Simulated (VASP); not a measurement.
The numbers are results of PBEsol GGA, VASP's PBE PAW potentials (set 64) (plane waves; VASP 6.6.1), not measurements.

VASP ran on this input.

KPOINTS:
```
Automatic mesh
0
Gamma
14 14 14
0 0 0
```

POSCAR:
```
Au
1.0
 -1.6191490000   1.6191490000   1.6191490000
  1.6191490000  -1.6191490000   1.6191490000
  1.6191490000   1.6191490000  -1.6191490000
Au
1
Cart
  0.0000000000   0.0000000000   0.0000000000
```

INCAR:
```
SYSTEM = Au
PREC = Accurate; ENCUT = 400; LREAL = .FALSE.
LASPH = .TRUE.
EDIFF = 1E-6; NELM = 100; ALGO = Normal
LMAXMIX = 6
ISMEAR = 1; SIGMA = 0.1
GGA = PS
IBRION = 2; NSW = 60; ISIF = 3
EDIFFG = -0.01
LWAVE = .FALSE.; LCHARG = .FALSE.
```

POTCAR, in this order: Au (PBE.64 set). Program: vasp_std.

Unless said otherwise, spin-orbit coupling is left out, though it shifts the bands of the heavy elements here.

Estimate the energy per atom (σ→0), volume per atom, band gap (on the k-mesh).

```yaml
energy per atom (σ→0): -3.902 eV/atom
band gap (on the k-mesh): none (metal, semimetal or under 0.01 eV)
volume_per_atom: 16.99 Å³/atom
```

### OSZICAR
```
...
DAV:   5    -0.390173558368E+01    0.47204E-07   -0.33804E-08   939   0.180E-03
   2 F= -.39017356E+01 E0= -.39017888E+01  d E =0.653029E-05
       N       E                     dE             d eps       ncg     rms          rms(c)
DAV:   1    -0.390186244020E+01   -0.12681E-03   -0.24875E-03  1883   0.553E-01    0.650E-02
DAV:   2    -0.390174834151E+01    0.11410E-03   -0.39333E-04  1882   0.190E-01    0.264E-02
DAV:   3    -0.390174410740E+01    0.42341E-05   -0.22893E-05  1916   0.436E-02    0.193E-02
DAV:   4    -0.390174489403E+01   -0.78663E-06   -0.83832E-07  1854   0.734E-03
   3 F= -.39017449E+01 E0= -.39017986E+01  d E =-.278007E-05
```

The structure was generated: Au was put into the bcc type (Im-3m), which need not be its known phase. This run relaxes it. Symmetry was kept, so distortions that lower it aren't found.
